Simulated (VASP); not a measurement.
# KNi3 (P-3m1) in VASP: single point with PBE

Aim: the single point of KNi3 with PBE.

Program: VASP 6.6.1. These are calculated values, not measurements. Logs are shortened: lines on timing, memory, paths and dates and some standing lists are left out, and cuts for length are marked.

**1. The crystal as given**

The structure is trigonal, space group P-3m1 (No. 164). The conventional cell has a = 3.374 Å, b = 3.374 Å, c = 10.304 Å, α = 90.00°, β = 90.00°, γ = 120.00°. K (site symmetry -3m) is surrounded by 6 K at 3.37 Å and 6 Ni at 3.68 Å. Ni (site symmetry 3m) has 3 Ni at 2.81 Å as nearest neighbours. Around Ni (site symmetry -3m) lie 6 Ni at 2.81 Å.

The cell was built by a generator and needn't be a form met in nature.

**2. Single point, PBE, collinear spin, typed start**

Input file INCAR:

```
PREC = Accurate ; ENCUT = 520
EDIFF = 1E-6 ; ISMEAR = 0
SIGMA = 0.1 ; LREAL = F
LASPH = T ; NELM = 150
ALGO = Normal ; ISIF = 2
LWAVE = F ; LCHARG = F
ISPIN = 2 ; MAGMOM = 0 2 2 2
LORBIT = 11 ; LMAXMIX = 4
GGA = PE ; NBANDS = 32
```

Input file KPOINTS:

```
regular mesh
0
Gamma
  6 6 2
```

Input file POSCAR:

```
KNi3
1.0
    3.3738734200      0.0000000000      0.0000000000
   -1.6869367100      2.9218600900      0.0000000000
    0.0000000000      0.0000000000     10.3042337700
K Ni
1 3
Direct
    0.0000000000      0.0000000000      0.0000000000
    0.6666666700      0.3333333300      0.6968406600
    0.3333333300      0.6666666700      0.3031593400
    0.0000000000      0.0000000000      0.5000000000
```

Potentials or basis: VASP PAW PBE potentials, release 64 (K_sv, Ni).

The run is started by

```
$ cat potpaw_PBE.64/K_sv/POTCAR potpaw_PBE.64/Ni/POTCAR > POTCAR
$ mpirun -np 1 vasp_std > vasp.out
```

OUTCAR:

```text
PREC = Accurate
   ENCUT = 520
   EDIFF = 1E-6
   ISMEAR = 0
   LREAL = F
   LASPH = T
   NELM = 150
   ISIF = 2
   ISPIN = 2
   LORBIT = 11
   GGA = PE

 ion  position               nearest neighbor table
   1  0.000  0.000  0.000-
   2  0.667  0.333  0.697-   4 2.81   4 2.81   4 2.81
   3  0.333  0.667  0.303-   4 2.81   4 2.81   4 2.81
   4  0.000  0.000  0.500-   2 2.81   3 2.81   3 2.81   2 2.81   2 2.81   3 2.81

  LATTYP: Found a hexagonal cell.
 ALAT       =     3.3738734200
 C/A-ratio  =     3.0541257739

  Lattice vectors:

 A1 = (   3.3738734200,   0.0000000000,   0.0000000000)
 A2 = (  -1.6869367100,   2.9218600900,   0.0000000000)
 A3 = (   0.0000000000,   0.0000000000,  10.3042337700)

Analysis of symmetry for initial positions (statically):
=====================================================================
 Subroutine PRICEL returns:
 Original cell was already a primitive cell.

 Routine SETGRP: Setting up the symmetry group for a
 hexagonal supercell.

 Subroutine GETGRP returns: Found 12 space group operations
 (whereof 12 operations were pure point group operations)
 out of a pool of 24 trial point group operations.

The static configuration has the point symmetry D_3d.

Analysis of symmetry for dynamics (positions and initial velocities):
=====================================================================
 Subroutine PRICEL returns:
 Original cell was already a primitive cell.

 Routine SETGRP: Setting up the symmetry group for a
 hexagonal supercell.

 Subroutine GETGRP returns: Found 12 space group operations
 (whereof 12 operations were pure point group operations)
 out of a pool of 24 trial point group operations.

The dynamic configuration has the point symmetry D_3d.

Analysis of structural, dynamic, and magnetic symmetry:
=====================================================================
 Subroutine PRICEL returns:
 Original cell was already a primitive cell.

 Routine SETGRP: Setting up the symmetry group for a
 hexagonal supercell.

 Subroutine GETGRP returns: Found 12 space group operations
 (whereof 12 operations were pure point group operations)
 out of a pool of 24 trial point group operations.

The overall configuration has the point symmetry D_3d.

 Subroutine INISYM returns: Found 12 space group operations
 (whereof 12 operations are pure point group operations),
 and found     1 'primitive' translations

----------------------------------------------------------------------------------------

                                     Primitive cell

  volume of cell :     101.5790

  direct lattice vectors                    reciprocal lattice vectors
     3.373873420  0.000000000  0.000000000     0.296395233  0.171123868  0.000000000
    -1.686936710  2.921860090  0.000000000     0.000000000  0.342247736  0.000000000
     0.000000000  0.000000000 10.304233770     0.000000000  0.000000000  0.097047488

  length of vectors
     3.373873420  3.373873419 10.304233770     0.342247736  0.342247736  0.097047488

  position of ions in fractional coordinates (direct lattice)
     0.000000000  0.000000000  0.000000000
     0.666666670  0.333333330  0.696840660
     0.333333330  0.666666670  0.303159340
     0.000000000  0.000000000  0.500000000

  ion indices of the primitive-cell ions
   primitive index   ion index
                 1           1
                 2           2
                 3           3
                 4           4

----------------------------------------------------------------------------------------

 KPOINTS: regular mesh

Automatic generation of k-mesh.
 Grid dimensions read from file:
 generate k-points for:    6    6    2

 Generating k-lattice:

  Cartesian coordinates                     Fractional coordinates (reciprocal lattice)
     0.049399206  0.028520645  0.000000000     0.166666667  0.000000000  0.000000000
     0.000000000  0.057041289  0.000000000     0.000000000  0.166666667  0.000000000
     0.000000000  0.000000000  0.048523744     0.000000000  0.000000000  0.500000000

  Length of vectors
     0.057041289  0.057041289  0.048523744

  Shift w.r.t. Gamma in fractional coordinates (k-lattice)
     0.000000000  0.000000000  0.000000000

 Subroutine IBZKPT returns following result:
 ===========================================

 Found     14 irreducible k-points:

 Following reciprocal coordinates:
            Coordinates               Weight
  0.000000  0.000000  0.000000      1.000000
  0.166667 -0.000000  0.000000      6.000000
  0.333333 -0.000000  0.000000      6.000000
  0.500000 -0.000000  0.000000      3.000000
  0.166667  0.166667  0.000000      6.000000
  0.333333  0.166667  0.000000     12.000000
  0.333333  0.333333  0.000000      2.000000
  0.000000  0.000000  0.500000      1.000000
  0.166667 -0.000000  0.500000      6.000000
  0.333333 -0.000000  0.500000      6.000000
  0.500000 -0.000000  0.500000      3.000000
  0.166667  0.166667  0.500000      6.000000
  0.333333  0.166667  0.500000     12.000000
  0.333333  0.333333  0.500000      2.000000
   k-points           NKPTS =     14   k-points in BZ     NKDIM =     14   number of bands    NBANDS=     32
   number of dos      NEDOS =    301   number of ions     NIONS =      4
   total plane-waves  NPLWV =  62720
   dimension x,y,z NGX =    28 NGY =   28 NGZ =   80
   dimension x,y,z NGXF=    56 NGYF=   56 NGZF=  160
   ions per type =               1   3
   NGX,Y,Z   is equivalent  to a cutoff of  13.80, 13.80, 12.91 a.u.
   NGXF,Y,Z  is equivalent  to a cutoff of  27.59, 27.59, 25.81 a.u.
 SYSTEM =  unknown system
   PREC   = accura    normal or accurate (medium, high low for compatibility)
   ISTART =      0    job   : 0-new  1-cont  2-samecut
   ICHARG =      2    charge: 1-file 2-atom 10-const
   ISPIN  =      2    spin polarized calculation?
   LNONCOLLINEAR =      F non collinear calculations
   LSORBIT =      F    spin-orbit coupling
   LASPH  =      T    aspherical Exc in radial PAW
   ENCUT  =  520.0 eV  38.22 Ry    6.18 a.u.   6.27  6.27 19.16*2*pi/ulx,y,z
   NELM   =    150;   NELMIN=  2; NELMDL= -5     # of ELM steps
   EDIFF  = 0.1E-05   stopping-criterion for ELM
   LREAL  =      F    real-space projection
   EDIFFG = 0.1E-04   stopping-criterion for IOM
   NSW    =      0    number of steps for IOM
   IBRION =     -1    ionic relax: 0-MD 1-quasi-New 2-CG
   NFREE  =      0    steps in history (QN), initial steepest desc. (CG)
   ISIF   =      2    stress and relaxation
   ISYM   =      2    0-nonsym 1-usesym 2-fastsym
   POTIM  = 0.5000    time-step for ionic-motion
   TEBEG  =    0.0;   TEEND  =   0.0 temperature during run
   PSTRESS=    0.0 pullay stress
   NELECT =      39.0000    total number of electrons
   NUPDOWN=      -1.0000    fix difference up-down
   EMIN   =  10.00;   EMAX   =-10.00  energy-range for DOS
   EFERMI =   0.00;   METHOD = LEGACY
   ISMEAR =     0;   SIGMA  =   0.10  broadening in eV -4-tet -1-fermi 0-gaus
   EFERMI_NEDOS =   21; number of points for ismear=-14 and -15
   IALGO  =     38    algorithm
   IMIX   =      4    mixing-type and parameters
     AMIX     =   0.40;   BMIX     =  1.00
     AMIX_MAG =   1.60;   BMIX_MAG =  1.00
  volume/ion in A,a.u.               =      25.39       171.37
  Fermi-wavevector in a.u.,A,eV,Ry     =   1.189858  2.248505 19.262606  1.415762
  Thomas-Fermi vector in A             =   2.325956
   LORBIT       =     11    0 simple, 1 ext, 2 COOP (PROOUT), +10 PAW based schemes
   GGA     = PE    functional components
   LHFCALC =     F    Hartree Fock is set to
   AEXX    =    0.0000 exact exchange contribution
   IVDW    =     0    specifies the selected vdW correction
   LEPSILON=     F    determine dielectric tensor
   LRPA    =     F    only Hartree local field effects (RPA)
 spin polarized calculation
 Gauss-broadening in eV      SIGMA  =   0.10
  energy-cutoff  :      520.00
  volume of cell :      101.58
 maximum number of plane-waves:      2752
 NGX is ok and might be reduce to    28
   NGX = 13   NGY = 13   NGZ = 39

 number of electron      39.0000003 magnetization       2.0513876

 Free energy of the ion-electron system (eV)
  ---------------------------------------------------
  ext. energy  EPLUGINS =         0.00000000
  ---------------------------------------------------
  free energy    TOTEN  =       -12.14684919 eV

  energy without entropy =      -12.09472325  energy(sigma->0) =      -12.12078622

 E-fermi :   2.2632     XC(G=0):  -8.8809

 val. band max:        2.2585104827   @ k =   0.1667   0.1667   0.5000
 cond. band min:       2.2944998741   @ k =   0.0000   0.0000   0.5000
 fundamental gap:      0.0359893914
 Fermi energy:         2.2631728833

 spin component 1

 k-point     1 :       0.0000    0.0000    0.0000
  band No.  band energies     occupation
      1     -30.0470      1.00000
      2     -13.3530      1.00000
      3     -13.1304      1.00000
      4     -13.1304      1.00000
      5      -2.7233      1.00000
      6      -1.0433      1.00000
[... 23 lines left out ...]
     30      11.2540      0.00000
     31      14.2771      0.00000

 k-point     2 :       0.1667   -0.0000    0.0000
  band No.  band energies     occupation
      1     -30.0100      1.00000
      2     -13.3870      1.00000
      3     -13.3076      1.00000
      4     -13.1842      1.00000
      5      -2.2277      1.00000
      6      -0.6354      1.00000
[... 23 lines left out ...]
     30      10.5421      0.00000
     31      11.8265      0.00000

 k-point     3 :       0.3333   -0.0000    0.0000
  band No.  band energies     occupation
      1     -29.9346      1.00000
      2     -13.8665      1.00000
      3     -13.2895      1.00000
      4     -13.2155      1.00000
      5      -0.9177      1.00000
      6       0.0314      1.00000
[... 363 lines left out ...]
     30       8.4137      0.00000
     31       9.0133      0.00000

 k-point    14 :       0.3333    0.3333    0.5000
  band No.  band energies     occupation
      1     -29.8771      1.00000
      2     -13.8025      1.00000
      3     -13.8025      1.00000
      4     -13.1457      1.00000
      5       0.2157      1.00000
      6       0.3229      1.00000
[... 23 lines left out ...]
     30       8.6938      0.00000
     31       8.7069      0.00000
 Fermi energy:         2.2631728833

 spin component 2

 k-point     1 :       0.0000    0.0000    0.0000
  band No.  band energies     occupation
      1     -30.0690      1.00000
      2     -13.3798      1.00000
      3     -13.1512      1.00000
      4     -13.1512      1.00000
      5      -2.7567      1.00000
      6      -1.0665      1.00000
[... 23 lines left out ...]
     30      11.1445      0.00000
     31      14.3726      0.00000

 k-point     2 :       0.1667   -0.0000    0.0000
  band No.  band energies     occupation
      1     -30.0317      1.00000
      2     -13.4097      1.00000
      3     -13.3335      1.00000
      4     -13.2052      1.00000
      5      -2.2578      1.00000
      6      -0.6341      1.00000
[... 23 lines left out ...]
     30      10.6293      0.00000
     31      11.8222      0.00000

 k-point     3 :       0.3333   -0.0000    0.0000
  band No.  band energies     occupation
      1     -29.9560      1.00000
      2     -13.8922      1.00000
      3     -13.3107      1.00000
      4     -13.2393      1.00000
      5      -0.8862      1.00000
      6       0.3470      1.00000
[... 363 lines left out ...]
     30       8.4398      0.00000
     31       9.0539      0.00000

 k-point    14 :       0.3333    0.3333    0.5000
  band No.  band energies     occupation
      1     -29.8983      1.00000
      2     -13.8272      1.00000
      3     -13.8272      1.00000
      4     -13.1680      1.00000
      5       0.8483      1.00000
      6       1.0254      1.00000
[... 23 lines left out ...]
     30       8.6927      0.00000
     31       8.7641      0.00000
 [bands above 31 left out]

------------------------ aborting loop because EDIFF is reached ----------------------------------------

  FORCE on cell =-STRESS in cart. coord.  units (eV):
  Direction    XX          YY          ZZ          XY          YZ          ZX
  --------------------------------------------------------------------------------------
  -------------------------------------------------------------------------------------
  Total       -6.6161319     -6.6161319     -8.6672308      0.0000000      0.0000000      0.0000000
  in kB     -104.3544163   -104.3544162   -136.7058314      0.0000000      0.0000000      0.0000000
  external PRESSURE =    -115.1382213 kB  Pullay stress =       0.0000000 kB

 VOLUME and BASIS-vectors are now :
 -----------------------------------------------------------------------------
  energy-cutoff  :      520.00
  volume of cell :      101.58
      direct lattice vectors                 reciprocal lattice vectors
     3.373873420  0.000000000  0.000000000     0.296395233  0.171123868  0.000000000
    -1.686936710  2.921860090  0.000000000     0.000000000  0.342247736  0.000000000
     0.000000000  0.000000000 10.304233770     0.000000000  0.000000000  0.097047488

 POSITION                                       TOTAL-FORCE (eV/Angst)
 -----------------------------------------------------------------------------------
      0.00000      0.00000      0.00000         0.000000      0.000000      0.000000
      1.68694      0.97395      7.18041         0.000000      0.000000     -1.088971
     -0.00000      1.94791      3.12382        -0.000000      0.000000      1.088971
      0.00000      0.00000      5.15212         0.000000      0.000000      0.000000
 -----------------------------------------------------------------------------------
    total drift:                                0.000000      0.000000     -0.000000

  FREE ENERGIE OF THE ION-ELECTRON SYSTEM (eV)
  ---------------------------------------------------
  free  energy   TOTEN  =       -12.1468491935 eV

  energy  without entropy=      -12.0947232543  energy(sigma->0) =      -12.12078622

 total charge

# of ion       s       p       d       tot
------------------------------------------
    1        1.987   5.560   0.034   7.580
    2        0.354   0.122   8.311   8.787
    3        0.354   0.122   8.311   8.787
    4        0.349   0.167   8.254   8.771
--------------------------------------------------
tot          3.044   5.971  24.910  33.925

 magnetization (x)

# of ion       s       p       d       tot
------------------------------------------
    1       -0.005  -0.006  -0.008  -0.019
    2       -0.004  -0.011   0.733   0.719
    3       -0.004  -0.011   0.733   0.719
    4       -0.002  -0.011   0.890   0.877
--------------------------------------------------
tot         -0.014  -0.038   2.347   2.295
```

Wall time 2.3 min (1 thread of Intel Xeon Platinum 8488C (Sapphire Rapids), shared host); peak memory 0.31 GiB.

What came out:

```
Free energy                                           : -12.1468 eV
Pressure                                              : -11.5 GPa
Largest force                                         : 1.089 eV/Å
Band gap on the k mesh                                : none (metal or under the smearing width)
Net moment                                            : 2.05 μB per cell
Site moments                                          : K -0.02; Ni +0.72, +0.88 μB
Valence electrons inside the program's atomic spheres : K 7.58; Ni 8.79, 8.77
```

Forces on the atoms (eV/Å):
```
K    0.000  0.000  0.000
Ni   0.000  0.000 -1.089
Ni   0.000  0.000  1.089
Ni   0.000  0.000  0.000
```

Stress tensor (GPa, compression positive):
```
-10.44   0.00   0.00
  0.00 -10.44   0.00
  0.00   0.00 -13.67
```

Levels at points of the mesh, in eV from the Fermi level:
Spin up:
| k point | band 18 | band 19 | band 20 | band 21 | band 22 | band 23 | band 24 | band 25 |
| --- | --- | --- | --- | --- | --- | --- | --- | --- |
| (0.00, 0.00, 0.00) | -0.87 | -0.81 | -0.81 | -0.65 | -0.65 | 1.43 | 1.76 | 5.18 |
| (0.50, 0.00, 0.00) | -0.72 | -0.65 | 0.41 | 0.45 | 1.07 | 1.39 | 1.80 | 2.57 |
| (0.00, 0.00, 0.50) | -0.81 | -0.81 | -0.65 | -0.65 | -0.44 | -0.19 | 2.73 | 5.18 |
| (0.50, 0.00, 0.50) | -0.72 | -0.65 | 0.33 | 0.60 | 0.81 | 1.69 | 1.79 | 2.23 |
Spin down:
```tsv
k point	band 15	band 16	band 17	band 18	band 19	band 20	band 21	band 22	band 23	band 24
(0.00, 0.00, 0.00)	-0.43	-0.18	-0.18	-0.16	-0.14	-0.14	0.29	0.29	1.47	1.64
(0.50, 0.00, 0.00)	-0.19	-0.12	-0.05	0.04	0.32	0.66	0.73	1.13	1.46	1.90
(0.00, 0.00, 0.50)	-0.43	-0.18	-0.18	-0.14	-0.14	-0.10	0.03	0.29	0.29	2.65
(0.50, 0.00, 0.50)	-0.12	-0.10	-0.05	0.04	0.32	0.39	0.95	0.99	1.69	1.83
```

Caveat: forces of over 1 eV/Å show positions far from the minimum, so gaps and moduli don't describe the material at rest.
